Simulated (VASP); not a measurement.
All values below come from PBEsol GGA, VASP's PBE PAW potentials (set 64) (plane waves; VASP).

A VASP calculation is set up with these files.

**POSCAR**
```
KMgH3
1.0
  3.9679854981   0.0000000000   0.0000000000
  0.0000000000   3.9679854981   0.0000000000
  0.0000000000   0.0000000000   3.9679854981
K Mg H
1 1 3
Direct
  0.0000000000   0.0000000000   0.0000000000
  0.5000000000   0.5000000000   0.5000000000
  0.5000000000   0.0000000000   0.5000000000
  0.0000000000   0.5000000000   0.5000000000
  0.5000000000   0.5000000000   0.0000000000
```

INCAR:
```
! general
SYSTEM = KMgH3
PREC   = Accurate
ENCUT  = 400
LREAL  = F
LASPH  = T
ICHARG = 11

! electronic loop
EDIFF  = 1E-7
NELM   = 100
ALGO   = Normal

! smearing
ISMEAR = 0
SIGMA  = 0.05

! functional
GGA    = PS

! output
LWAVE  = F
LCHARG = F
LORBIT = 11
```

**KPOINTS**
```
k-points along high-symmetry lines
15
Line-mode
Reciprocal
  0.000000   0.000000   0.000000 ! GAMMA
  0.000000   0.500000   0.000000 ! X

  0.000000   0.500000   0.000000 ! X
  0.500000   0.500000   0.000000 ! M

  0.500000   0.500000   0.000000 ! M
  0.000000   0.000000   0.000000 ! GAMMA

  0.000000   0.000000   0.000000 ! GAMMA
  0.500000   0.500000   0.500000 ! R

  0.500000   0.500000   0.500000 ! R
  0.000000   0.500000   0.000000 ! X

  0.500000   0.500000   0.500000 ! R
  0.500000   0.500000   0.000000 ! M
```

POTCAR, in this order: K_sv Mg H (PBE.64 set). Program: vasp_std. Read from the step before: CHGCAR.

What VASP printed:

OSZICAR:
```
       N       E                     dE             d eps       ncg     rms          rms(c)
DAV:   1     0.460863266810E+02    0.46086E+02   -0.53513E+03  1980   0.909E+02
DAV:   2    -0.114291236523E+02   -0.57515E+02   -0.55451E+02  2294   0.224E+02
DAV:   3    -0.138720306025E+02   -0.24429E+01   -0.24358E+01  2766   0.405E+01
DAV:   4    -0.139530647069E+02   -0.81034E-01   -0.80963E-01  2832   0.599E+00
DAV:   5    -0.139545382806E+02   -0.14736E-02   -0.14735E-02  2745   0.737E-01
DAV:   6    -0.139545649926E+02   -0.26712E-04   -0.26712E-04  2835   0.799E-02
DAV:   7    -0.139545651869E+02   -0.19426E-06   -0.19425E-06  2698   0.790E-03
DAV:   8    -0.139545651899E+02   -0.30979E-08   -0.31120E-08  2214   0.906E-04
   1 F= -.13954565E+02 E0= -.13954565E+02  d E =-.824489E-13
```

**OUTCAR**
```
 val. band max:       -0.0487736212   @ k =   0.0000   0.5000   0.0000

 cond. band min:       2.3366029114   @ k =   0.5000   0.5000   0.5000



 k-point     1 :       0.0000    0.0000    0.0000
  band No.  band energies     occupation
      1     -28.8409      2.00000
      2     -12.3652      2.00000
      3     -12.3652      2.00000
      4     -12.3652      2.00000
      5      -5.7574      2.00000
      6      -0.5582      2.00000
      7      -0.5582      2.00000
      8       5.7284      0.00000
      9       5.7284      0.00000
     10       5.7284      0.00000
     11       8.0754      0.00000

 k-point     2 :       0.0000    0.0357    0.0000
  band No.  band energies     occupation
      1     -28.8407      2.00000
      2     -12.3692      2.00000
      3     -12.3649      2.00000
      4     -12.3649      2.00000
      5      -5.7442      2.00000
      6      -0.5802      2.00000
      7      -0.5532      2.00000
      8       5.7223      0.00000
      9       5.7223      0.00000
     10       5.7337      0.00000
     11       8.0663      0.00000

 k-point     3 :       0.0000    0.0714    0.0000
  band No.  band energies     occupation
      1     -28.8401      2.00000
      2     -12.3808      2.00000
      3     -12.3640      2.00000
      4     -12.3640      2.00000
      5      -5.7049      2.00000
      6      -0.6434      2.00000
      7      -0.5375      2.00000
      8       5.7042      0.00000
      9       5.7042      0.00000
     10       5.7519      0.00000
     11       7.9122      0.00000

 k-point     4 :       0.0000    0.1071    0.0000
  band No.  band energies     occupation
      1     -28.8392      2.00000
      2     -12.3995      2.00000
      3     -12.3625      2.00000
      4     -12.3625      2.00000
      5      -5.6399      2.00000
      6      -0.7463      2.00000
      7      -0.5108      2.00000
      8       5.6748      0.00000
      9       5.6748      0.00000
     10       5.7886      0.00000
...
```

The density is held fixed in this step, so its total energy and stress have no physical meaning.

The structure comes from a computed database's KMgH3 entry (Pm-3m); how it stands against other phases isn't given here. It was relaxed first.
